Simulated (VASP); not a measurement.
# GaSn: structure and properties in VASP, part 3 of 4

What structure does GaSn take at this level, and what are its properties? The cell is invented: other elements were put on sites of a known structure type. It may not be a known or stable phase. Left out of this account: 1 further run (core levels: core levels are not valid at this level).

VASP 6.6.1; r2SCAN with rVV10; plane waves and PAW (Ga_d, Sn_d); invented cell.

Still holding for the runs below: The k-mesh is coarse for a metal.

So far. Step 2 (Rough relaxation of the start cell): It ends with forces that vanish by symmetry and a pressure of 0.12 GPa. Step 3 (Full relaxation (r2SCAN + rVV10)): It ends with forces that vanish by symmetry and a pressure of -0.01 GPa. The relaxed cell has a = 4.274, c = 6.194 Å (conventional setting).

**4. Density, ELF and potential (r2SCAN + rVV10)**

The relaxed cell gets a fresh self-consistent run, on a basis set for its own volume, to fix the density and to check the remaining stress.

Contents of INCAR:

```
SYSTEM = GaSn
PREC = Accurate
ENCUT = 400
EDIFF = 1E-06
NELM = 100
ISMEAR = 1
SIGMA = 0.2
LREAL = .FALSE.
ALGO = Normal
METAGGA = R2SCAN
LUSE_VDW = .TRUE.
IVDW_NL = 2
BPARAM = 11.95
CPARAM = 0.0093
LASPH = .TRUE.
NBANDS = 33
LORBIT = 11
LWAVE = .FALSE.
LCHARG = .TRUE.
ISIF = 2
LELF = .TRUE.
LVHAR = .TRUE.
```

Contents of POSCAR:

```
GaSn
1.0
    4.2740398236      0.0000000003      0.0000000000
   -2.1370199062      3.7014270657      0.0000000000
    0.0000000000      0.0000000000      6.1938978061
Ga Sn
2 2
Direct
    0.6666666700      0.3333333300      0.7500000000
    0.3333333300      0.6666666700      0.2500000000
    0.0000000000      0.0000000000      0.0000000000
    0.0000000000      0.0000000000      0.5000000000
```

Contents of KPOINTS:

```
Automatic mesh
0
Gamma
6 6 4
0 0 0
```

PAW data sets: Ga_d and Sn_d (PBE family, release 64).

Launch:

```console
$ mpirun -np 2 vasp_std
```

Output:

```text
[banner, memory and clock lines left out]
running    2 mpi-ranks, on    1 nodes
 distrk:  each k-point on    2 cores,    1 groups
 distr:  one band on    1 cores,    2 groups

 POSCAR found type information on POSCAR GaSn
 POSCAR found :  2 types and       4 ions
 [... a notice as in an earlier step ...]

 [... a notice as in an earlier step ...]

 LDA part: xc-table for (None), standard interpolation
|                                                                             |
|           W    W    AA    RRRRR   N    N  II  N    N   GGGG   !!!           |
|           W    W   A  A   R    R  NN   N  II  NN   N  G    G  !!!           |
|           W    W  A    A  R    R  N N  N  II  N N  N  G       !!!           |
|           W WW W  AAAAAA  RRRRR   N  N N  II  N  N N  G  GGG   !            |
|           WW  WW  A    A  R   R   N   NN  II  N   NN  G    G                |
|           W    W  A    A  R    R  N    N  II  N    N   GGGG   !!!           |
|                                                                             |
|     The number of bands has been changed from the values supplied in        |
|     The orbitals not found in the WAVECAR file will be initialized with     |
|     random numbers, which is usually adequate. For correlated               |
|     calculations, however, you should redo the groundstate calculation.     |
|     I found NBANDS = 33. Now, NBANDS = 34.                                  |
|                                                                             |

 POSCAR, INCAR and KPOINTS ok, starting setup
 FFT: planning ... GRIDC
 FFT: planning ... GRID_SOFT
 FFT: planning ... GRID
 WAVECAR not read
 entering main loop
       N       E                     dE             d eps       ncg     rms          rms(c)
Total rVV10 correction in eV:      1.5627490    57.9359691
DAV:   1     0.364253380270E+03    0.36425E+03   -0.23949E+04  1452   0.239E+03
DAV:   2    -0.191784916185E+02   -0.38343E+03   -0.37671E+03  1468   0.524E+02
DAV:   3    -0.744860778236E+02   -0.55308E+02   -0.54596E+02  1656   0.178E+02
DAV:   4    -0.767098805678E+02   -0.22238E+01   -0.22140E+01  1634   0.392E+01
DAV:   5    -0.767945011020E+02   -0.84621E-01   -0.84607E-01  2172   0.722E+00    0.449E+00
Total rVV10 correction in eV:      1.5552323    57.9359732
DAV:   6    -0.700653791857E+02    0.67291E+01   -0.18061E+00  1718   0.171E+01    0.223E+00
Total rVV10 correction in eV:      1.5554560    57.9359732
DAV:   7    -0.700731195798E+02   -0.77404E-02   -0.65773E-02  1652   0.265E+00    0.105E+00
Total rVV10 correction in eV:      1.5561349    57.9359732
DAV:   8    -0.700793153359E+02   -0.61958E-02   -0.15041E-02  1684   0.826E-01    0.128E-01
Total rVV10 correction in eV:      1.5559545    57.9359732
DAV:   9    -0.700787886892E+02    0.52665E-03   -0.49824E-03  1756   0.856E-01    0.373E-02
Total rVV10 correction in eV:      1.5561790    57.9359732
DAV:  10    -0.700788171397E+02   -0.28451E-04   -0.31344E-04  1662   0.153E-01    0.173E-02
Total rVV10 correction in eV:      1.5562891    57.9359732
DAV:  11    -0.700788174503E+02   -0.31059E-06   -0.36325E-05  2030   0.437E-02    0.702E-03
Total rVV10 correction in eV:      1.5563706    57.9359732
DAV:  12    -0.700788125618E+02    0.48885E-05   -0.13826E-05  1826   0.426E-02    0.334E-03
Total rVV10 correction in eV:      1.5563592    57.9359732
DAV:  13    -0.700788135663E+02   -0.10045E-05   -0.90284E-07   924   0.988E-03    0.121E-03
Total rVV10 correction in eV:      1.5563500    57.9359732
DAV:  14    -0.700788133361E+02    0.23019E-06   -0.52085E-07   790   0.858E-03
Total rVV10 correction in eV:      1.5563517    57.9359732
Total rVV10 correction in eV:      1.5563499    57.9359732
   1 F= -.70078813E+02 E0= -.70075941E+02  d E =-.861670E-02
```

Run time: 2.2 min. Hardware: 2 MPI ranks of AMD EPYC 7R43, shared host; peak memory 0.42 GiB; 4.3 min of CPU time.

From OUTCAR (step 4):

```text
  LATTYP: Found a hexagonal cell.
 ALAT       =     4.2740398236
 C/A-ratio  =     1.4491904759

 Found     21 irreducible k-points:

   k-points           NKPTS =     21   k-points in BZ     NKDIM =     21   number of bands    NBANDS=     34

   ENCUT  =  400.0 eV  29.40 Ry    5.42 a.u.   6.97  6.97 10.10*2*pi/ulx,y,z

   NELECT =      54.0000    total number of electrons

 E-fermi :   6.1244

 k-point     1 :       0.0000    0.0000    0.0000
  band No.  band energies     occupation
    ...
     22      -1.0503      2.00000
     23      -1.0244      2.00000
     24       5.6812      2.00748
     25       5.6813      2.00749
     26       6.1752      0.58527
     27       7.9485     -0.00000
     28       7.9485     -0.00000
     29       7.9833     -0.00000
     30       9.4372     -0.00000
     31       9.4437     -0.00000
    ...

 k-point     2 :       0.1667    0.0000    0.0000
  band No.  band energies     occupation
    ...
     22      -0.7470      2.00000
     23      -0.7411      2.00000
     24       2.9859      2.00000
     25       4.9381      2.00000
     26       5.6253      2.00236
     27       7.3065     -0.00000
     28       8.4313     -0.00000
     29       8.5587     -0.00000
     30       9.0221     -0.00000
     31       9.4006     -0.00000
    ...

  Total        0.0333129      0.0333129      0.0312388      0.0000000     -0.0000000      0.0000000
  in kB        0.5446918      0.5446918      0.5107787      0.0000000     -0.0000000      0.0000000
  external PRESSURE =       0.5333874 kB  Pullay stress =       0.0000000 kB

  energy-cutoff  :      400.00
  volume of cell :       97.99
      direct lattice vectors                 reciprocal lattice vectors
     4.274039824  0.000000000  0.000000000     0.233970679  0.135083034  0.000000000
    -2.137019906  3.701427066  0.000000000    -0.000000000  0.270166069  0.000000000
     0.000000000  0.000000000  6.193897806     0.000000000  0.000000000  0.161449225

 POSITION                                       TOTAL-FORCE (eV/Angst)
 -----------------------------------------------------------------------------------
      2.13702      1.23381      4.64542         0.000000     -0.000000      0.000000
     -0.00000      2.46762      1.54847        -0.000000     -0.000000      0.000000
      0.00000      0.00000      0.00000        -0.000000      0.000000      0.000000
      0.00000      0.00000      3.09695         0.000000      0.000000      0.000000
 -----------------------------------------------------------------------------------
    total drift:                               -0.000005      0.000003      0.000000

  FREE ENERGIE OF THE ION-ELECTRON SYSTEM (eV)
  ---------------------------------------------------
  free  energy   TOTEN  =       -70.0788133361 eV

  energy  without entropy=      -70.0701966339  energy(sigma->0) =      -70.07594110

 total charge
# of ion       s       p       d       tot
------------------------------------------
    1        0.993   0.591   9.945  11.529
    2        0.993   0.591   9.945  11.529
    3        1.191   1.103   9.986  12.280
    4        1.191   1.103   9.986  12.280
--------------------------------------------------
tot          4.367   3.388  39.863  47.618

[... 4 parts as in an earlier step ...]

[... 6 further parts left out ...]
```

Numbers from this step:

- SCF cycles: 14
- bands: 34
- free energy (TOTEN): -70.0788 eV
- energy at zero smearing: -70.0759 eV
- pressure: 0.05334 GPa

Valence electrons inside each PAW sphere by angular momentum. Sphere charges, by row:

```csv
atom,s (e),p (e),d (e),tot (e)
Ga1,0.993,0.591,9.945,11.53
Ga2,0.993,0.591,9.945,11.53
Sn3,1.191,1.103,9.986,12.28
Sn4,1.191,1.103,9.986,12.28
```

Valence density in the ac plane at fractional y = 0.000, with atoms of Sn within 0.2 Å of it. It is the smooth field of the valence electrons, not physical close to the nuclei.

Ten even steps from '0' (0 e/Å³) to '9' (11 e/Å³), each cell a mean:
```
85100000000036
32000000000013
00000000000000
00000000000000
00000000000000
00000000000000
00000000000000
21000000000001
64100000000025
96200000000038
85100000000036
32000000000012
00000000000000
00000000000000
00000000000000
00000000000000
00000000000000
21000000000001
64100000000025
96200000000038
```
Columns run along a (4.3 Å), rows up along c (6.2 Å). Atoms in or near the plane, at fractional coordinates: Sn at (0.00, 0.00), Sn at (0.00, 0.50).

Electrostatic potential energy in the ac plane at fractional y = 0.000, with atoms of Sn within 0.2 Å of it. With pseudopotentials it is smooth inside the atoms' cores, unlike the true potential.

Ten even steps from '0' (-96 eV) to '9' (3 eV), each cell a mean:
```
01479999999620
23689999999852
67899999999987
99999999999999
99999999999999
99999999999999
78999999999988
34799999999864
01589999999731
00379999999620
00479999999620
23689999999853
67899999999986
99999999999999
99999999999999
99999999999999
78999999999988
35799999999864
01489999999730
00379999999620
```
Columns run along a (4.3 Å; values clipped at the 3rd and 97th percentile), rows up along c (6.2 Å). Atoms in or near the plane, at fractional coordinates: Sn at (0.00, 0.00), Sn at (0.00, 0.50).

ELF in the ac plane at fractional y = 0.000, with atoms of Sn within 0.2 Å of it. It is the smooth field of the valence electrons, not physical close to the nuclei.

Ten even steps from '_' (0.09) to '@' (0.43), each cell a mean:
```
__..##@@@@##--::++@@@@@@==__
--++@@@@@@##++==++%%@@@@%%==
%%@@%%%%@@%%****##%%@@%%%%@@
**####%%%%%%##**##%%%%%%##**
****##########**##%%######**
****##%%%%%%##**##%%%%####**
%%%%##%%@@%%##**##%%@@%%%%%%
++##@@%%@@##++++**%%@@@@@@**
__::%%@@@@##==--++@@@@@@++..
**__**@@@@##--::==@@@@@@--__
....##@@@@##--::==@@@@@@==__
--++@@@@@@##++==++%%@@@@%%==
%%@@%%%%@@%%****##%%@@%%%%%%
****##%%%%%%##**##%%%%%%##**
****##########**##%%######**
****##%%%%%%##**##%%%%####**
%%%%%%%%@@%%##**##%%@@%%%%%%
**##@@%%@@##++++**%%@@@@@@##
__::%%@@@@##==--++@@@@@@++..
**__**@@@@##--::==@@@@@@--__
```
Columns run along a (4.3 Å), rows up along c (6.2 Å). Atoms in or near the plane, at fractional coordinates: Sn at (0.00, 0.00), Sn at (0.00, 0.50).

In this run the pressure is 0.05 GPa, small enough to go on.

**5. Band structure (r2SCAN + rVV10)**

Levels along the symmetry lines show where the bands peak and cross; KPOINTS_OPT computes them in the converged potential.

INCAR, as its differences from that of step 4:

```diff
@@ -15,8 +15,6 @@
 LASPH = .TRUE.
-NBANDS = 33
+NBANDS = 41
 LORBIT = 11
 LWAVE = .FALSE.
-LCHARG = .TRUE.
-ISIF = 2
-LELF = .TRUE.
-LVHAR = .TRUE.
+LCHARG = .FALSE.
+KPAR = 2
```

POSCAR is that of step 4.

KPOINTS is that of step 4.

Contents of KPOINTS_OPT:

```
Line mode
16
Line-mode
Reciprocal
  0.00000000   0.00000000   0.00000000 GAMMA
  0.50000000   0.00000000   0.00000000 M

  0.50000000   0.00000000   0.00000000 M
  0.33333333   0.33333333   0.00000000 K

  0.33333333   0.33333333   0.00000000 K
  0.00000000   0.00000000   0.00000000 GAMMA

  0.00000000   0.00000000   0.00000000 GAMMA
  0.00000000   0.00000000   0.50000000 A

  0.00000000   0.00000000   0.50000000 A
  0.50000000   0.00000000   0.50000000 L

  0.50000000   0.00000000   0.50000000 L
  0.33333333   0.33333333   0.50000000 H

  0.33333333   0.33333333   0.50000000 H
  0.00000000   0.00000000   0.50000000 A

  0.50000000   0.00000000   0.50000000 L
  0.50000000   0.00000000   0.00000000 M

  0.33333333   0.33333333   0.00000000 K
  0.33333333   0.33333333   0.50000000 H
```

Launch:

```console
$ mpirun -np 2 vasp_std
```

Output:

```text
[... set-up lines as in an earlier step ...]
 entering main loop
       N       E                     dE             d eps       ncg     rms          rms(c)
Total rVV10 correction in eV:      1.5627490    57.9359691
Total rVV10 correction in eV:      1.5627490    57.9359691
DAV:   1     0.399091961389E+03    0.39909E+03   -0.22423E+04  1858   0.195E+03
DAV:   2    -0.504312350548E+01   -0.40414E+03   -0.39009E+03  1746   0.510E+02
DAV:   3    -0.736393952827E+02   -0.68596E+02   -0.67700E+02  1988   0.165E+02
DAV:   4    -0.766820387426E+02   -0.30426E+01   -0.30376E+01  2003   0.383E+01
DAV:   5    -0.767936813822E+02   -0.11164E+00   -0.11162E+00  2535   0.698E+00    0.449E+00
Total rVV10 correction in eV:      1.5552294    57.9359732
Total rVV10 correction in eV:      1.5552294    57.9359732
DAV:   6    -0.700649563752E+02    0.67287E+01   -0.16727E+00  2171   0.141E+01    0.223E+00
Total rVV10 correction in eV:      1.5554639    57.9359732
Total rVV10 correction in eV:      1.5554639    57.9359732
DAV:   7    -0.700730755823E+02   -0.81192E-02   -0.62782E-02  2094   0.227E+00    0.104E+00
Total rVV10 correction in eV:      1.5561319    57.9359732
Total rVV10 correction in eV:      1.5561319    57.9359732
DAV:   8    -0.700792731814E+02   -0.61976E-02   -0.13820E-02  2134   0.691E-01    0.128E-01
Total rVV10 correction in eV:      1.5559764    57.9359732
Total rVV10 correction in eV:      1.5559764    57.9359732
DAV:   9    -0.700787975377E+02    0.47564E-03   -0.41326E-03  2250   0.692E-01    0.347E-02
Total rVV10 correction in eV:      1.5561875    57.9359732
Total rVV10 correction in eV:      1.5561875    57.9359732
DAV:  10    -0.700788191844E+02   -0.21647E-04   -0.26924E-04  2150   0.128E-01    0.157E-02
Total rVV10 correction in eV:      1.5562951    57.9359732
Total rVV10 correction in eV:      1.5562951    57.9359732
DAV:  11    -0.700788182243E+02    0.96017E-06   -0.31317E-05  2403   0.333E-02    0.669E-03
Total rVV10 correction in eV:      1.5563671    57.9359732
Total rVV10 correction in eV:      1.5563671    57.9359732
DAV:  12    -0.700788120592E+02    0.61651E-05   -0.83440E-06  2268   0.293E-02    0.312E-03
Total rVV10 correction in eV:      1.5563587    57.9359732
Total rVV10 correction in eV:      1.5563587    57.9359732
DAV:  13    -0.700788134388E+02   -0.13797E-05   -0.49597E-07  1207   0.579E-03    0.108E-03
Total rVV10 correction in eV:      1.5563498    57.9359732
Total rVV10 correction in eV:      1.5563498    57.9359732
DAV:  14    -0.700788133545E+02    0.84357E-07   -0.31458E-07  1097   0.609E-03
Total rVV10 correction in eV:      1.5563515    57.9359732
Total rVV10 correction in eV:      1.5563515    57.9359732
Total rVV10 correction in eV:      1.5563498    57.9359732
Total rVV10 correction in eV:      1.5563498    57.9359732
   1 F= -.70078813E+02 E0= -.70075941E+02  d E =-.861670E-02
 Start KPOINTS_OPT (optional k-point list driver)
k-point batch [1-21\144]
       N       E                     dE             ncg
DAV:   1    -0.293233994213E+02   -0.16998E+05     1858
DAV:   2    -0.859169944249E+04   -0.85624E+04     1730
DAV:   3    -0.100125738385E+05   -0.14209E+04     1941
DAV:   4    -0.100749808376E+05   -0.62407E+02     2088
DAV:   5    -0.100772414652E+05   -0.22606E+01     2546
DAV:   6    -0.100772900234E+05   -0.48558E-01     2346
DAV:   7    -0.100772916728E+05   -0.16494E-02     2600
DAV:   8    -0.100772917122E+05   -0.39399E-04     2415
DAV:   9    -0.100772917131E+05   -0.92050E-06     1377
[...]
k-point batch [127-144\144]
       N       E                     dE             ncg
DAV:   1     0.404780236884E+04   -0.26965E+05     1580
DAV:   2    -0.329924621845E+04   -0.73470E+04     1484
DAV:   3    -0.451220552705E+04   -0.12130E+04     1729
DAV:   4    -0.456442718356E+04   -0.52222E+02     1721
DAV:   5    -0.456637311863E+04   -0.19459E+01     2263
DAV:   6    -0.456640110693E+04   -0.27988E-01     1994
DAV:   7    -0.456640221218E+04   -0.11052E-02     2229
DAV:   8    -0.456640223915E+04   -0.26968E-04     1972
DAV:   9    -0.456640223985E+04   -0.69838E-06     1193
```

Run time: 10 min. Hardware: 2 MPI ranks; peak memory 0.6 GiB; 20 min of CPU time.

From OUTCAR (step 5):

```text
   k-points           NKPTS =     21   k-points in BZ     NKDIM =     21   number of bands    NBANDS=     41

   NELECT =      54.0000    total number of electrons

 E-fermi :   6.1244

 k-point     1 :       0.0000    0.0000    0.0000
  band No.  band energies     occupation
    ...
     22      -1.0503      2.00000
     23      -1.0244      2.00000
     24       5.6812      2.00748
     25       5.6813      2.00749
     26       6.1752      0.58527
     27       7.9484     -0.00000
     28       7.9485     -0.00000
     29       7.9833     -0.00000
     30       9.4372     -0.00000
     31       9.4437     -0.00000
    ...

  Total        0.0328921      0.0328921      0.0310038      0.0000000      0.0000000      0.0000000
  in kB        0.5378113      0.5378113      0.5069370      0.0000000      0.0000000      0.0000000
  external PRESSURE =       0.5275198 kB  Pullay stress =       0.0000000 kB

 POSITION                                       TOTAL-FORCE (eV/Angst)
 -----------------------------------------------------------------------------------
      2.13702      1.23381      4.64542         0.000000      0.000000      0.000000
     -0.00000      2.46762      1.54847        -0.000000     -0.000000      0.000000
      0.00000      0.00000      0.00000         0.000000     -0.000000      0.000000
      0.00000      0.00000      3.09695         0.000000     -0.000000      0.000000
 -----------------------------------------------------------------------------------
    total drift:                               -0.000005      0.000003      0.000000

  FREE ENERGIE OF THE ION-ELECTRON SYSTEM (eV)
  ---------------------------------------------------
  free  energy   TOTEN  =       -70.0788133545 eV

  energy  without entropy=      -70.0701966524  energy(sigma->0) =      -70.07594112

[... 13 parts as in an earlier step ...]

[... 3 further parts left out ...]
```

Spin-orbit coupling is off here; with elements this heavy it splits and shifts levels by tenths of an eV or more.

This step gave:

```
bands    : 41
pressure : 0.05275 GPa
```

Electronic bands along the path, in eV, zero at the Fermi level; # counts the bands kept, so #1 is VASP's band 21:

```csv
point,#4,#5,#6,#7,#8,#9,#10,#11
Γ,-0.44,-0.44,0.05,1.82,1.82,1.86,3.31,3.32
0.47 of the way,-4.21,-1.58,-1.32,0.10,2.56,2.58,2.62,3.22
M,-4.33,-4.26,-2.77,-2.38,1.68,2.02,2.39,2.99
0.53 of the way,-5.05,-4.17,-2.47,-1.94,-0.19,0.16,3.25,5.59
K,-4.84,-3.99,-1.73,-1.73,-1.27,-1.27,5.63,6.47
0.47 of the way,-5.11,-3.30,-0.61,-0.52,0.67,0.82,3.64,4.34
Γ,-0.44,-0.44,0.05,1.82,1.82,1.86,3.31,3.32
0.47 of the way,-0.22,-0.22,-0.15,1.48,1.48,1.70,2.06,3.30
A,-2.15,0.53,0.53,0.53,0.53,1.36,1.36,3.83
0.47 of the way,-3.54,-1.11,-1.11,-0.44,-0.44,1.78,1.78,5.02
L,-6.33,-1.17,-1.17,-0.23,-0.23,0.77,0.77,4.11
0.47 of the way,-6.29,-2.78,-2.78,0.92,0.92,1.53,1.53,4.52
H,-6.38,-3.78,-3.78,1.24,1.24,2.84,2.84,3.57
0.47 of the way,-4.35,-2.07,-2.07,-0.31,-0.31,3.22,3.22,3.68
A,-2.15,0.53,0.53,0.53,0.53,1.36,1.36,3.83
jump to L,-6.33,-1.17,-1.17,-0.23,-0.23,0.77,0.77,4.11
0.47 of the way,-5.31,-2.04,-2.03,-1.59,0.16,1.19,2.25,4.20
M,-4.33,-4.26,-2.77,-2.38,1.68,2.02,2.39,2.99
jump to K,-4.84,-3.99,-1.73,-1.73,-1.27,-1.27,5.63,6.47
0.53 of the way,-6.54,-3.20,-3.20,-1.63,0.82,0.82,4.38,5.67
H,-6.38,-3.78,-3.78,1.24,1.24,2.84,2.84,3.57
```

Of the projections kept (Ga, Sn), the largest for each band there; the rest of the weight can lie on other orbitals:

```csv
point,#4,#5,#6,#7,#8,#9,#10,#11
Γ,Sn 0.69,Sn 0.69,Ga 0.52,Ga 0.80,Ga 0.80,Ga 0.56,Ga 0.69,Sn 0.95
M,Sn 0.74,Ga 0.84,Sn 0.60,Sn 0.62,Ga 0.50,Sn 0.89,Ga 0.78,Ga 0.69
K,Sn 0.96,Sn 0.78,Sn 0.60,Sn 0.60,Ga 0.72,Ga 0.72,Ga 0.71,Sn 0.74
Γ,Sn 0.69,Sn 0.69,Ga 0.52,Ga 0.80,Ga 0.80,Ga 0.56,Ga 0.69,Sn 0.95
A,Ga 0.52,Sn 0.64,Sn 0.64,Sn 0.64,Sn 0.64,Sn 0.58,Sn 0.58,Ga 0.54
L,Ga 0.64,Sn 0.62,Sn 0.62,Ga 0.62,Ga 0.62,Sn 0.78,Sn 0.78,Ga 0.53
```

There is no gap at this level.

[end of part 3 of 4]

[Lines on the potential files, build, host, timing and source positions are cut from VASP's logs without a mark.]

[Logs are printed without paths, hosts, clocks, repeated set-up lines and the standing remarks that a program may print on its own settings, such as how far it seeks lower states.]

[Hosts, paths, dates, database ids (printed as entryN), source tags and the programs' standing remarks are cut or masked in the printed files.]

[A measured line is paired with the nearest computed mode of its activity, which favours agreement.]
